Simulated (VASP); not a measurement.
An input for Quantum ESPRESSO's pw.x (written as the equivalent of a VASP run, and not itself run):

```
&CONTROL
  calculation = 'scf'
  pseudo_dir = './pseudo'
  outdir = './out'
  tprnfor = .true.
  tstress = .true.
/
&SYSTEM
  ibrav = 0
  nat = 6
  ntyp = 1
  ecutwfc = 84
  occupations = 'smearing'
  smearing = 'methfessel-paxton'
  degauss = 0.009996
  input_dft = 'pbe'
/
&ELECTRONS
  conv_thr = 7.3e-08
  electron_maxstep = 100
/
ATOMIC_SPECIES
  Tc 97.907 Tc.upf
CELL_PARAMETERS angstrom
     2.7365800    0.0000000    0.0000000
    -1.3682900    2.3699480    0.0000000
     0.0000000    0.0000000   20.9873000
ATOMIC_POSITIONS crystal
  Tc   0.2932890  0.6601420  0.2336450
  Tc   0.6728120  0.3207630  0.3395720
  Tc   0.2972070  0.6749070  0.4548160
  Tc   0.6634610  0.3144220  0.5478610
  Tc   0.3831870  0.6852170  0.6570370
  Tc   0.6900440  0.3445480  0.7670690
K_POINTS automatic
  9 9 1 0 0 0
```

**Question.** Translate this input to VASP (INCAR, KPOINTS, POSCAR, choice of POTCAR).

**Answer.** Several could match; the one computed here: 
KPOINTS:
```
Automatic mesh
0
Gamma
9 9 1
0 0 0
```

### POSCAR
```
Tc
20.98730
  0.1303921896   0.0000000000   0.0000000000
 -0.0651960948   0.1129229582   0.0000000000
  0.0000000000   0.0000000000   1.0000000000
Tc
6
Cart
 -0.0047960855   0.0745451875   0.2336450000
  0.0668169349   0.0362215068   0.3395720000
 -0.0052478293   0.0762124949   0.4548160000
  0.0660110460   0.0355054624   0.5478610000
  0.0052911195   0.0773767306   0.6570370000
  0.0675131640   0.0389073794   0.7670690000
```

### INCAR
```
# general
SYSTEM  = Tc
PREC    = Accurate
ENCUT   = 300
LREAL   = .FALSE.
LASPH   = .TRUE.

# electronic loop
EDIFF   = 1E-6
NELM    = 100
ALGO    = Normal
LMAXMIX = 4

# smearing
ISMEAR  = 1
SIGMA   = 0.136

# functional
GGA     = PE

# ions
ISIF    = 2

# output
LWAVE   = .FALSE.
LCHARG  = .FALSE.
```

POTCAR, in this order: Tc_pv (PBE.64 set). Program: vasp_std.

The two are equivalent in intent, not identical: the potentials are each code's own (VASP's PAW set, PseudoDojo norm-conserving files in pw.x), so ENCUT and ecutwfc are chosen apart and not converted; conv_thr bounds pw.x's estimated SCF error, while EDIFF bounds the energy change between steps.

The cell is a sheet with vacuum, built from a database entry that may be metastable or hypothetical.
